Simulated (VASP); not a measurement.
Output of a VASP run:

File OUTCAR:
```
 ion  position               nearest neighbor table
   1  0.000  0.000  0.000-
  LATTYP: Found a face centered cubic cell.
 ALAT       =     4.0900000000
 Subroutine PRICEL returns:
 Original cell was already a primitive cell.
 Subroutine GETGRP returns: Found 48 space group operations
The static configuration has the point symmetry O_h .
The dynamic configuration has the point symmetry O_h .
 Subroutine INISYM returns: Found 48 space group operations
 Subroutine IBZKPT returns following result:
 Found    104 irreducible k-points:

 Following reciprocal coordinates:
            Coordinates               Weight
  0.000000  0.000000  0.000000      1.000000
  0.071429  0.000000  0.000000      8.000000
  0.142857  0.000000  0.000000      8.000000
  0.214286  0.000000  0.000000      8.000000
  0.285714  0.000000  0.000000      8.000000
  0.357143  0.000000  0.000000      8.000000
  0.428571  0.000000  0.000000      8.000000
  0.500000  0.000000  0.000000      4.000000
  0.071429  0.071429  0.000000      6.000000
  0.142857  0.071429  0.000000     24.000000
  0.214286  0.071429  0.000000     24.000000
  0.285714  0.071429  0.000000     24.000000
  0.357143  0.071429  0.000000     24.000000
  0.428571  0.071429  0.000000     24.000000
  0.500000  0.071429  0.000000     24.000000
 -0.428571  0.071429  0.000000     24.000000
 -0.357143  0.071429  0.000000     24.000000
 -0.285714  0.071429  0.000000     24.000000
 -0.214286  0.071429  0.000000     24.000000
 -0.142857  0.071429  0.000000     24.000000
 -0.071429  0.071429  0.000000     12.000000
  0.142857  0.142857  0.000000      6.000000
  0.214286  0.142857  0.000000     24.000000
  0.285714  0.142857  0.000000     24.000000
  0.357143  0.142857  0.000000     24.000000
  0.428571  0.142857  0.000000     24.000000
  0.500000  0.142857  0.000000     24.000000
 -0.428571  0.142857  0.000000     24.000000
 -0.357143  0.142857  0.000000     24.000000
 -0.285714  0.142857  0.000000     24.000000
 -0.214286  0.142857  0.000000     24.000000
 -0.142857  0.142857  0.000000     12.000000
  0.214286  0.214286  0.000000      6.000000
  0.285714  0.214286  0.000000     24.000000
  0.357143  0.214286  0.000000     24.000000
  0.428571  0.214286  0.000000     24.000000
  0.500000  0.214286  0.000000     24.000000
 -0.428571  0.214286  0.000000     24.000000
 -0.357143  0.214286  0.000000     24.000000
 -0.285714  0.214286  0.000000     24.000000
   k-points           NKPTS =    104   k-points in BZ     NKDIM =    104   number of bands    NBANDS=      9
   number of dos      NEDOS =    301   number of ions     NIONS =      1
   total plane-waves  NPLWV =  13824
   dimension x,y,z NGX =    24 NGY =   24 NGZ =   24
   dimension x,y,z NGXF=    48 NGYF=   48 NGZF=   48
   ions per type =               1
   PREC   = accura    normal or accurate (medium, high low for compatibility)
   ISTART =      0    job   : 0-new  1-cont  2-samecut
   ICHARG =      2    charge: 1-file 2-atom 10-const
   ISPIN  =      1    spin polarized calculation?
   LNONCOLLINEAR =      F non collinear calculations
   LSORBIT =      F    spin-orbit coupling
   INIWAV =      1    electr: 0-lowe 1-rand  2-diag
   ENCUT  =  520.0 eV  38.22 Ry    6.18 a.u.   5.38  5.38  5.38*2*pi/ulx,y,z
   NELM   =    100;   NELMIN=  2; NELMDL= -5     # of ELM steps
   EDIFF  = 0.1E-05   stopping-criterion for ELM
   LREAL  =      F    real-space projection
   NLSPLINE    = F    spline interpolate recip. space projectors
   LMAXMIX     =    4 max onsite mixed and CHGCAR
   VOSKOWN=      0    Vosko Wilk Nusair interpolation
   EDIFFG = -.1E-01   stopping-criterion for IOM
   NSW    =     60    number of steps for IOM
   NBLOCK =      1;   KBLOCK =     60    inner block; outer block
   IBRION =      2    ionic relax: 0-MD 1-quasi-New 2-CG
   NFREE  =      1    steps in history (QN), initial steepest desc. (CG)
...
```

### OSZICAR
```
       N       E                     dE             d eps       ncg     rms          rms(c)
DAV:   1     0.470097350721E+02    0.47010E+02   -0.57154E+03  1920   0.110E+03
DAV:   2     0.284034660169E-01   -0.46981E+02   -0.44907E+02  1901   0.207E+02
DAV:   3    -0.355237967164E+00   -0.38364E+00   -0.38354E+00  2209   0.231E+01
DAV:   4    -0.356003485549E+00   -0.76552E-03   -0.76551E-03  2126   0.986E-01
DAV:   5    -0.356008618794E+00   -0.51332E-05   -0.51341E-05  2088   0.744E-02    0.525E+00
DAV:   6    -0.794312838630E-01    0.27658E+00   -0.13176E+00  1901   0.124E+01    0.325E+00
DAV:   7    -0.700708533773E-01    0.93604E-02   -0.11643E-02  2017   0.120E+00    0.183E+00
DAV:   8    -0.665599183819E-01    0.35109E-02   -0.71654E-04  1954   0.295E-01    0.777E-02
DAV:   9    -0.665688312984E-01   -0.89129E-05   -0.67806E-06  2178   0.246E-02    0.105E-02
DAV:  10    -0.665746525115E-01   -0.58212E-05   -0.40266E-06  2029   0.250E-02    0.509E-03
DAV:  11    -0.665744535263E-01    0.19899E-06   -0.47251E-08   983   0.226E-03
   1 F= -.66574454E-01 E0= -.66415824E-01  d E =-.665745E-01
       N       E                     dE             d eps       ncg     rms          rms(c)
DAV:   1    -0.729397927794E-01   -0.63651E-02   -0.11629E-01  1900   0.422E+00    0.518E-01
DAV:   2    -0.668061607489E-01    0.61336E-02   -0.27754E-02  1898   0.182E+00    0.162E-01
DAV:   3    -0.666744896994E-01    0.13167E-03   -0.26954E-04  1944   0.166E-01    0.107E-01
DAV:   4    -0.666306638020E-01    0.43826E-04   -0.50412E-05  1977   0.649E-02    0.457E-03
DAV:   5    -0.666308080424E-01   -0.14424E-06   -0.87714E-07  1471   0.987E-03
   2 F= -.66630808E-01 E0= -.66442601E-01  d E =-.563545E-04
       N       E                     dE             d eps       ncg     rms          rms(c)
DAV:   1    -0.675607971004E-01   -0.93013E-03   -0.16516E-02  1899   0.159E+00    0.194E-01
DAV:   2    -0.666799973808E-01    0.88080E-03   -0.40425E-03  1897   0.693E-01    0.587E-02
DAV:   3    -0.666640993218E-01    0.15898E-04   -0.35410E-05  1926   0.601E-02    0.387E-02
DAV:   4    -0.666613932194E-01    0.27061E-05   -0.72525E-06  1983   0.242E-02    0.203E-03
DAV:   5    -0.666613696401E-01    0.23579E-07   -0.69749E-08   964   0.292E-03
   3 F= -.66661370E-01 E0= -.66483715E-01  d E =-.869161E-04
```

File OUTCAR:
```
------------------------ aborting loop because EDIFF is reached ----------------------------------------
  FORCE on cell =-STRESS in cart. coord.  units (eV):
  Direction    XX          YY          ZZ          XY          YZ          ZX
  --------------------------------------------------------------------------------------
  Total       -0.0008639     -0.0008639     -0.0008639      0.0000000      0.0000000      0.0000000
  in kB       -0.0806003     -0.0806003     -0.0806003      0.0000000      0.0000000      0.0000000
  external PRESSURE =      -0.0806003 kB  Pullay stress =       0.0000000 kB
  volume of cell :       17.17
      direct lattice vectors                 reciprocal lattice vectors
    -0.000000000  2.047703616  2.047703616    -0.244175962  0.244175962  0.244175962
     2.047703616  0.000000000  2.047703616     0.244175962 -0.244175962  0.244175962
     2.047703616  2.047703616  0.000000000     0.244175962  0.244175962 -0.244175962
 POSITION                                       TOTAL-FORCE (eV/Angst)
 -----------------------------------------------------------------------------------
      0.00000      0.00000      0.00000        -0.000000      0.000000     -0.000000
 -----------------------------------------------------------------------------------
    total drift:                               -0.000000     -0.000000     -0.000000
  FREE ENERGIE OF THE ION-ELECTRON SYSTEM (eV)
  ---------------------------------------------------
  free  energy   TOTEN  =        -0.0666613696 eV

  energy  without entropy=       -0.0661284046  energy(sigma->0) =       -0.06648371

 reached required accuracy - stopping structural energy minimisation
```
(Selected blocks of OUTCAR.)

### POSCAR
```
Ag
1
    0.0000000000     2.0450000000     2.0450000000
    2.0450000000     0.0000000000     2.0450000000
    2.0450000000     2.0450000000     0.0000000000
Ag
1
Direct
  0.0000000000   0.0000000000   0.0000000000
```

**Question.** Reconstruct the remaining input files.

**Answer.** This is not unique; one that fits is the input of the run itself, rev-vdW-DF2, plane waves, VASP's PBE PAW potentials (set 64).

**KPOINTS**
```
Automatic mesh
0
Gamma
14 14 14
0 0 0
```

### INCAR
```
SYSTEM = Ag
PREC = Accurate
ENCUT = 520
EDIFF = 1E-6
NELM = 100
ALGO = Normal
LREAL = .FALSE.
LASPH = .TRUE.
ISMEAR = 1
SIGMA = 0.1
GGA = MK
PARAM1 = 0.1234568
PARAM2 = 0.7114
ZAB_VDW = -1.8867
LUSE_VDW = .TRUE.
AGGAC = 0.0
LMAXMIX = 4
LWAVE = .FALSE.
LCHARG = .FALSE.
IBRION = 2
ISIF = 3
NSW = 60
EDIFFG = -0.01
```

POTCAR, in this order: Ag (PBE.64 set). Program: vasp_std.

The compound is Ag in the fcc structure. This run relaxes it. Symmetry was kept, so distortions that lower it aren't found.
